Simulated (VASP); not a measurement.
Wanted: the native input for a VASP 6.6.1 run.

* Task: atomic charges
* Functional: PBE
* Dispersion: TS
* Potentials or basis: VASP PAW PBE potentials, release 64 (Ba_sv, V_sv, Tl_d, O)
* Cutoff: 520 eV
* k mesh: 4 × 4 × 4
* Occupations: fermi-dirac, width 0.05 eV
* Spin: collinear spin, ferromagnetic start
* Starting moments: [0.0, 0.0, 2.0, 2.0, 2.0, 0.0, 0.0, 0.0, 0.0, 0.0, 0.0, 0.0, 0.0, 0.0, 0.0, 0.0, 0.0, 0.0, 0.0, 0.0, 0.0, 0.0] μB
* Further INCAR settings: ALGO = Normal; EDIFF = 1e-06

The structure of Ba2Tl5V3O12 lies in POSCAR:

```
Ba2Tl5V3O12
1.0
    8.1542100000      0.0000000000      0.0000000000
   -4.0771100000      7.0617600000      0.0000000000
    0.0000000000      0.0000000000      6.9212800000
Ba V Tl O
2 3 5 12
Direct
    0.0000000000      0.0000000000      0.2355200000
    0.0000000000      0.0000000000      0.7644800000
    0.5000000000      0.0000000000      0.0000000000
    0.0000000000      0.5000000000      0.0000000000
    0.5000000000      0.5000000000      0.0000000000
    0.5000000000      0.0000000000      0.5000000000
    0.0000000000      0.5000000000      0.5000000000
    0.5000000000      0.5000000000      0.5000000000
    0.3333300000      0.6666700000      0.2248900000
    0.6666700000      0.3333300000      0.7751100000
    0.3389000000      0.3433400000      0.8144400000
    0.6566600000      0.9955600000      0.8144400000
    0.0044400000      0.6611000000      0.8144400000
    0.3433400000      0.3389000000      0.1855600000
    0.9955600000      0.6566600000      0.1855600000
    0.6611000000      0.0044400000      0.1855600000
    0.6611000000      0.6566600000      0.1855600000
    0.3433400000      0.0044400000      0.1855600000
    0.9955600000      0.3389000000      0.1855600000
    0.6566600000      0.6611000000      0.8144400000
    0.0044400000      0.3433400000      0.8144400000
    0.3389000000      0.9955600000      0.8144400000
```

The cell was built by a generator and needn't be a form met in nature.

The input as run:

INCAR

```
SYSTEM = Ba2Tl5V3O12
PREC = Accurate
ENCUT = 520
EDIFF = 1E-6
ISMEAR = -1
SIGMA = 0.05
LREAL = .FALSE.
LASPH = .TRUE.
NELM = 120
ALGO = Normal
ISIF = 2
LWAVE = .FALSE.
LCHARG = .FALSE.
ISPIN = 2
MAGMOM = 0 0 2 2 2 0 0 0 0 0 0 0 0 0 0 0 0 0 0 0 0 0
LORBIT = 10
LMAXMIX = 4
GGA = PE
IVDW = 2
KPAR = 4
```

KPOINTS

```
regular mesh
0
G
  4 4 4
  0 0 0
```

Potentials or basis: VASP PAW PBE potentials, release 64 (Ba_sv, V_sv, Tl_d, O).

Run with:

```console
$ cat potpaw_PBE.64/Ba_sv/POTCAR potpaw_PBE.64/V_sv/POTCAR potpaw_PBE.64/Tl_d/POTCAR potpaw_PBE.64/O/POTCAR > POTCAR
$ mpirun -np 4 vasp_std > vasp.out
```

It gave:

The pressure is -1.8 GPa. The largest force is 0.371 eV/Å. The band gap on the k mesh is none (metal or under the smearing width) and the net moment is 0.00 μB per cell. The valence electrons inside the program's atomic spheres are Ba 7.85; V 11.67; Tl 11.13, 11.25; O 4.93. The hirshfeld charges are Ba +0.46; V +0.56; Tl +0.37, +0.24; O -0.35 e. The dispersion energy per atom is -0.332 eV.

Caveat: atom-pairwise D2, TS and ULG terms overbind metals; semilocal functionals often make such compounds metallic where correlation or magnetic order opens a gap, which also shifts bond lengths; pairwise dispersion overbinds metals, which lowers pressure and volume.

Wall time 13 min on 4 MPI ranks on Intel(R) Xeon(R) 6975P-C (Granite Rapids), with other jobs on the host, peak memory 1.7 GiB a rank.
